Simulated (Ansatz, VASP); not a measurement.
# TePb in two plane-wave programs, part 2 of 2

Aim: how closely do two programs agree when they are given the same cell, functional and k mesh? The cell is taken from a series of runs on this material, whose earlier steps may have relaxed, scaled, displaced or heated it; both programs get it as it stands.

VASP 6.6.1 and Ansatz 0.2.0.

So far: Starting point; VASP: relaxation of cell and atoms, PBE; Ansatz: relaxation of cell and atoms, PBE; Side by side.

### Step 5. Ansatz: elastic constants, PBE

Level of this step: Ansatz beside VASP: Kohn-Sham DFT, plane waves, PBE (Ansatz).

Elastic constants are differences of stresses under small strains, so they test the stress and the mesh.

The cell is taken from a series of runs on this material, whose earlier steps may have relaxed, scaled, displaced or heated it; both programs get it as it stands.

The input, input.yaml:

```yaml
crystal:
  lattice:
    - [0.0, 3.2845317365, 3.2845317365]
    - [3.2845317365, 0.0, 3.2845317365]
    - [3.2845317365, 3.2845317365, 0.0]
  atoms:
    - { symbol: Te, position: [0.5, 0.5, 0.5] }
    - { symbol: Pb, position: [0.0, 0.0, 0.0] }
kpoints:
  mp_grid: { grid: [8, 8, 8] }
hamiltonian:
  xc: pbe
scf:
  occupations: { method: fixed }
output:
  forces: true
  stress: true
  eigenvalues: true
elastic:
  mode: relaxed_ion
  stencil: two_point
```

Command:

```
ansatz run input.yaml --threads 4 --pin off --max-ram 14336MiB --backend cpu --events-out ev --progress --plain --runs-dir out
```

Numbers of over 12 decimals in the logs are rounded to 6 here.

The log of the run:

```text
[...]
Crystal: 2 atoms, lattice volume = 70.868 Å³
Basis set: ecut = 420 eV, 1411 PW (Γ), exchange–correlation on 64×64×64 points (8 copies of the dense FFT grid, shifted against one another)
Bands: 19, of which v1, the nominal top of the filled ones, is band 15 counted from 1 (14 counted from 0)
Symmetry: 48 space group operations
[...]
k-points: 29 of 512
[...]
2.000e-3       0.1977      -18887.1860106       6   16489   1411   relax 0 steps, max|allowed force component| 2.05e-29 eV/Å
[...]
δ    σ_23 (GPa)             F (eV)   n_scf  n_hpsi   n_pw
    -2.000e-3      -0.0283      -18887.1860827       7   31009   1411   relax 0 steps, max|allowed force component| 1.46e-29 eV/Å
     2.000e-3       0.0283      -18887.1860827       5   30198   1411   relax 0 steps, max|allowed force component| 7.73e-29 eV/Å
[key lines of the parts left out:]
SCF converged after 10 iterations
Free energy (F): -18887.186093 eV
Fermi energy:    7.929387 eV
P = ⅓ Tr σ = 0.0079 GPa (0.079 kbar)
```

### Step 6. VASP: elastic constants, PBE

The same cell, functional and mesh now go to VASP, with its own data sets.

The input, INCAR:

```
SYSTEM = TePb
PREC = Accurate
ENCUT = 500
EDIFF = 1E-08
NELM = 120
ISMEAR = 0
SIGMA = 0.01
LREAL = .FALSE.
ALGO = Normal
GGA = PE
NBANDS = 16
LORBIT = 11
LWAVE = .FALSE.
LCHARG = .FALSE.
ISIF = 3
IBRION = 6
NFREE = 2
POTIM = 0.015
NSW = 1
LASPH = .TRUE.
GGA_COMPAT = .FALSE.
EFERMI = MIDGAP
KPAR = 2
```

The input, POSCAR:

```
TePb
1.0
    0.0000000000      3.2845317365      3.2845317365
    3.2845317365      0.0000000000      3.2845317365
    3.2845317365      3.2845317365      0.0000000000
Te Pb
1 1
Direct
    0.5000000000      0.5000000000      0.5000000000
    0.0000000000      0.0000000000      0.0000000000
```

The input, KPOINTS:

```
Automatic mesh
0
Gamma
8 8 8
0 0 0
```

PAW data sets: Te and Pb_d (PBE family, release 64).

Command:

```
mpirun -np 2 vasp_std
```

The log of the run:

```text
[... set-up lines as in an earlier step ...]
 entering main loop
       N       E                     dE             d eps       ncg     rms          rms(c)
DAV:   1     0.150677805037E+03    0.15068E+03   -0.90890E+03   928   0.117E+03
DAV:   2     0.245191858770E+01   -0.14823E+03   -0.14458E+03  1024   0.305E+02
DAV:   3    -0.741775738144E+01   -0.98697E+01   -0.98471E+01  1192   0.835E+01
DAV:   4    -0.766026068622E+01   -0.24250E+00   -0.24245E+00  1240   0.160E+01
[...]
DAV:  15    -0.752302823650E+01   -0.23982E-07   -0.65712E-09   888   0.665E-04    0.669E-04
DAV:  16    -0.752302826302E+01   -0.26520E-07   -0.27566E-09   648   0.407E-04    0.284E-05
DAV:  17    -0.752302826326E+01   -0.23442E-09   -0.29042E-10   664   0.159E-04
   1 F= -.75230283E+01 E0= -.75230283E+01  d E =0.000000E+00
[... from here on, the cycles between the ionic steps are left out ...]
   2 F= -.75180000E+01 E0= -.75180000E+01  d E =0.000000E+00
   3 F= -.75176818E+01 E0= -.75176818E+01  d E =0.000000E+00
   9 F= -.75223327E+01 E0= -.75223327E+01  d E =0.000000E+00
  10 F= -.75223331E+01 E0= -.75223331E+01  d E =0.000000E+00
  11 F= -.75223327E+01 E0= -.75223327E+01  d E =0.000000E+00
  12 F= -.75223331E+01 E0= -.75223331E+01  d E =0.000000E+00
  13 F= -.75223327E+01 E0= -.75223327E+01  d E =0.000000E+00
  14 F= -.75230131E+01 E0= -.75230131E+01  d E =0.000000E+00
  15 F= -.75230131E+01 E0= -.75230131E+01  d E =0.000000E+00
  16 F= -.75230148E+01 E0= -.75230148E+01  d E =0.000000E+00
  17 F= -.75230148E+01 E0= -.75230148E+01  d E =0.000000E+00
 Finite differences progress:
  Degree of freedom:   8/  8
  Displacement:        2/  2
  Total:              16/ 16
```

OUTCAR, selected parts (step 6):

```text
  Total       -0.0084675     -0.0115429     -0.0115429     -0.0000000      0.0000000      0.0000000
  in kB       -0.1914313     -0.2609608     -0.2609608     -0.0000000      0.0000000      0.0000000
  external PRESSURE =      -0.2377843 kB  Pullay stress =       0.0000000 kB

 POSITION                                       TOTAL-FORCE (eV/Angst)
 -----------------------------------------------------------------------------------
      3.28453      3.28453      3.28453        -0.001993      0.000000      0.000000
     -0.01500      0.00000      0.00000         0.001993      0.000000      0.000000
 -----------------------------------------------------------------------------------
    total drift:                               -0.000136      0.000000      0.000000

  FREE ENERGIE OF THE ION-ELECTRON SYSTEM (eV)
  ---------------------------------------------------
  free  energy   TOTEN  =        -7.5230147794 eV

  energy  without entropy=       -7.5230147794  energy(sigma->0) =       -7.52301478

[... 1 part as in an earlier step ...]

[... 2 further parts left out ...]
[key lines of the parts left out:]
E-fermi :   5.4124
```

Levels, forces or a CONTCAR printed for this step are those of its last displaced cell, not of the structure at rest.

### Step 7. Differences

What differs besides the data sets and the points named for the pairs above, as far as they apply: the data sets hold 30 valence electrons in Ansatz (on its default PAW (the set named soft_2) files) and 20 in VASP; VASP takes each elastic constant from one size of strain, Ansatz from those that its log lists. Total energies have different zeros and are not compared.

The two programs side by side:

| quantity | Ansatz | VASP | difference |
| --- | --- | --- | --- |
| C11 (GPa) | 104.2 | 104.4 | -0.24 % |
| C22 (GPa) | 104.2 | 104.4 | -0.24 % |
| C33 (GPa) | 104.2 | 104.4 | -0.24 % |
| C12 (GPa) | 5.8 | 5.7 | +1.45 % |
| C13 (GPa) | 5.8 | 5.7 | +1.45 % |
| C23 (GPa) | 5.8 | 5.7 | +1.45 % |
| C44 (GPa) | 14.1 | 14.1 | +0.24 % |
| C55 (GPa) | 14.1 | 14.1 | +0.24 % |
| C66 (GPa) | 14.1 | 14.1 | +0.24 % |

### Step 8. Outcome

| Quantity | Value |
| --- | --- |
| difference in volume (relaxation of cell and atoms, PBE) | 0.11 % |
| difference in C12 (elastic constants, PBE) | 1.5 % |

In words: The difference in C12 is 1.5 % (elastic constants, PBE), within the 5 % picked in this series as the mark of a large difference. The data sets hold unlike numbers of valence electrons (30 in Ansatz and 20 in VASP), so part of the differences comes from the potentials. Such differences can come from data sets, numerical settings and the points named under the comparisons, not from the functional's error against experiment.

[Lines on the potential files, build, host, timing and source positions are cut from VASP's logs without a mark.]

[Logs are printed without paths, hosts, clocks, repeated set-up lines and the standing remarks that a program may print on its own settings, such as how far it seeks lower states.]

[Hosts, paths, dates, database ids (printed as entryN), source tags and the programs' standing remarks are cut or masked in the printed files.]
